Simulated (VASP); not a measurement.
Calculation: PBEsol GGA, VASP's PBE PAW potentials (set 64) (plane waves; VASP 6.6.1).

A VASP calculation is set up with these files.

KPOINTS:
```
k-points along high-symmetry lines
15
Line-mode
Reciprocal
  0.000000   0.000000   0.000000 ! GAMMA
  0.000000   0.500000   0.000000 ! X

  0.000000   0.500000   0.000000 ! X
  0.500000   0.500000   0.000000 ! M

  0.500000   0.500000   0.000000 ! M
  0.000000   0.000000   0.000000 ! GAMMA

  0.000000   0.000000   0.000000 ! GAMMA
  0.500000   0.500000   0.500000 ! R

  0.500000   0.500000   0.500000 ! R
  0.000000   0.500000   0.000000 ! X

  0.500000   0.500000   0.500000 ! R
  0.500000   0.500000   0.000000 ! M
```

**INCAR**
```
ALGO = Normal
EDIFF = 1E-7
ENCUT = 400
GGA = PS
ICHARG = 11
ISMEAR = 0
LASPH = .TRUE.
LCHARG = .FALSE.
LMAXMIX = 4
LORBIT = 11
LREAL = .FALSE.
LWAVE = .FALSE.
NELM = 100
PREC = Accurate
SIGMA = 0.05
SYSTEM = Zn3CdSe4
```

**POSCAR**
```
Zn3CdSe4
1
    5.7482333135     0.0000000000    -0.0000000000
   -0.0000000000     5.7482333135     0.0000000000
    0.0000000000    -0.0000000000     5.7482333135
Zn Cd Se
3 1 4
Direct
  0.0000000000   0.5000000000   0.5000000000
  0.5000000000   0.0000000000   0.5000000000
  0.5000000000   0.5000000000   1.0000000000
  0.0000000000   0.0000000000   1.0000000000
  0.7385437102   0.7385437102   0.2614562898
  0.7385437102   0.2614562898   0.7385437102
  0.2614562898   0.2614562898   0.2614562898
  0.2614562898   0.7385437102   0.7385437102
```

POTCAR, in this order: Zn Cd Se (PBE.64 set). Program: vasp_std. Read from the step before: CHGCAR.

Output of the run:

OSZICAR:
```
       N       E                     dE             d eps       ncg     rms          rms(c)
DAV:   1     0.518159869586E+03    0.51816E+03   -0.28911E+04  7740   0.153E+03
DAV:   2     0.336047461863E+02   -0.48456E+03   -0.47239E+03  7957   0.383E+02
DAV:   3    -0.233915807280E+02   -0.56996E+02   -0.55808E+02  8867   0.131E+02
DAV:   4    -0.252509466470E+02   -0.18594E+01   -0.18523E+01  8824   0.223E+01
DAV:   5    -0.252706145180E+02   -0.19668E-01   -0.19656E-01  8905   0.211E+00
DAV:   6    -0.252708982181E+02   -0.28370E-03   -0.28365E-03  8693   0.228E-01
DAV:   7    -0.252709049036E+02   -0.66855E-05   -0.66846E-05  8924   0.291E-02
DAV:   8    -0.252709050610E+02   -0.15740E-06   -0.15731E-06  7417   0.415E-03
DAV:   9    -0.252709050677E+02   -0.67448E-08   -0.68179E-08  5917   0.862E-04
   1 F= -.25270905E+02 E0= -.25270905E+02  d E =-.126708E-15
```

### OUTCAR
```
 val. band max:        1.4083786874   @ k =   0.0000   0.0000   0.0000

 cond. band min:       2.3864635573   @ k =   0.0000   0.0000   0.0000



 k-point     1 :       0.0000    0.0000    0.0000
  band No.  band energies     occupation
      1     -11.7768      2.00000
      2     -10.8238      2.00000
      3     -10.8238      2.00000
      4     -10.8238      2.00000
      5      -6.2920      2.00000
      6      -6.2920      2.00000
      7      -6.2920      2.00000
      8      -6.2785      2.00000
      9      -6.2785      2.00000
     10      -5.1099      2.00000
     11      -5.0647      2.00000
     12      -5.0647      2.00000
     13      -5.0647      2.00000
     14      -4.9521      2.00000
     15      -4.9521      2.00000
     16      -4.9227      2.00000
     17      -4.9227      2.00000
     18      -4.9227      2.00000
     19      -4.7619      2.00000
     20      -4.7619      2.00000
     21      -4.7483      2.00000
     22      -4.6597      2.00000
     23      -4.6597      2.00000
     24      -4.6597      2.00000
     25      -3.4571      2.00000
     26      -3.4571      2.00000
     27      -2.9115      2.00000
     28      -0.7901      2.00000
     29      -0.7901      2.00000
     30      -0.7901      2.00000
     31      -0.7134      2.00000
     32      -0.7134      2.00000
     33      -0.7134      2.00000
     34       1.4084      2.00000
     35       1.4084      2.00000
     36       1.4084      2.00000
     37       2.3865      0.00000
     38       4.3028      0.00000
     39       4.3028      0.00000
     40       4.3028      0.00000
     41       4.5767      0.00000
     42       5.0164      0.00000
     43       5.0164      0.00000

 k-point     2 :       0.0000    0.0357    0.0000
  band No.  band energies     occupation
      1     -11.7743      2.00000
      2     -10.8271      2.00000
      3     -10.8237      2.00000
      4     -10.8237      2.00000
      5      -6.2946      2.00000
      6      -6.2920      2.00000
...
```

The density is held fixed in this step, so its total energy and stress have no physical meaning.

The structure comes from a computed database's Zn3CdSe4 entry (P-43m); how it stands against other phases isn't given here. It was relaxed first.
